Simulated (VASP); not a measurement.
# SiF₂: screened Coulomb integrals of an active space by constrained RPA

SiF₂, molecule in box, 3 atoms in the cell.

| Functional | Screened U within a state, mean (eV) | Screened U' between states, mean (eV) | Screened J (eV) | Bare U within a state, mean (eV) | Bare U' between states, mean (eV) | Time (s) |
|---|---|---|---|---|---|---|
| LDA | 8.39 | 7.99 | 1.11 | 10.69 | 10.03 | 81 |
| PBE | 8.39 | 7.99 | 1.12 | 10.68 | 10.02 | 80 |
| r2SCAN | 8.62 | 8.20 | 1.18 | 10.77 | 10.09 | 148 |
| PBE0 | 8.83 | 8.38 | 1.22 | 10.70 | 10.01 | 87 |
| HSE06 | 8.69 | 8.25 | 1.21 | 10.71 | 10.02 | 105 |

Limits: the cutoff lies under the usual one of these potentials, so the numbers hold a basis-set error; the periodic box is only 5.56 Å wide at its narrowest and no larger one was tried.

## Input of the first row

INCAR.step1:
```
SYSTEM = SiF2
  ENCUT = 420
  PREC = Accurate
  ISMEAR = -1
  SIGMA = 0.02
  LASPH = .True.
  EDIFF = 1E-7
  GGA = CA
  ALGO = Normal
  NELM = 150
  LWAVE = .True.
  LCHARG = .False.
```

INCAR.step2, as INCAR.step1 but for:
```
- ALGO = Normal
- NELM = 150
+ ALGO = Exact
+ NELM = 1
+ NBANDS = 129
+ LOPTICS = .True.
```

INCAR.step3:
```
SYSTEM = SiF2
  ENCUT = 420
  PREC = Accurate
  ISMEAR = -1
  SIGMA = 0.02
  LASPH = .True.
  GGA = CA
  ALGO = CRPA
  NBANDS = 132
  ENCUTGW = 90
  PRECFOCK = Fast
  LOCALIZED_BASIS = BLOCH
  LWAVE = .False.
  LCHARG = .False.
  NCRPA_BANDS = 9 10
  NTARGET_STATES = 9 10
```

KPOINTS:
```
k-points
0
Gamma
  1 1 1
```

POSCAR:
```
SiF2
1.0
    6.0200000000      0.0000000000      0.0000000000
    0.0000000000      7.4500000000      0.0000000000
    0.0000000000      0.0000000000      5.5600000000
F Si
2 1
Direct
    0.5414368700      0.6642416200      0.5503147500
    0.5850083100      0.3357583800      0.5271672700
    0.4149916900      0.4906577200      0.4496852500
```

Commands (each step's output is kept before the next begins):
```
cat potpaw_LDA.64/F_GW/POTCAR potpaw_LDA.64/Si_GW/POTCAR > POTCAR
cp INCAR.step1 INCAR
mpirun -np 4 vasp_std > vasp.out
cp INCAR.step2 INCAR
mpirun -np 4 vasp_std > vasp.out
cp INCAR.step3 INCAR
mpirun -np 4 vasp_std > vasp.out
```

Changes of the last row against the first:
```
(all steps)
- GGA = CA
+ GGA = PE
+ LHFCALC = True
+ HFSCREEN = 0.2
- cat potpaw_LDA.64/F_GW/POTCAR potpaw_LDA.64/Si_GW/POTCAR > POTCAR
+ cat potpaw_PBE.64/F_GW/POTCAR potpaw_PBE.64/Si_GW/POTCAR > POTCAR
```

VASP 6.6.1 took 81 s on 4 cores (Intel Xeon Platinum 8488C (Sapphire Rapids)), a shared host.
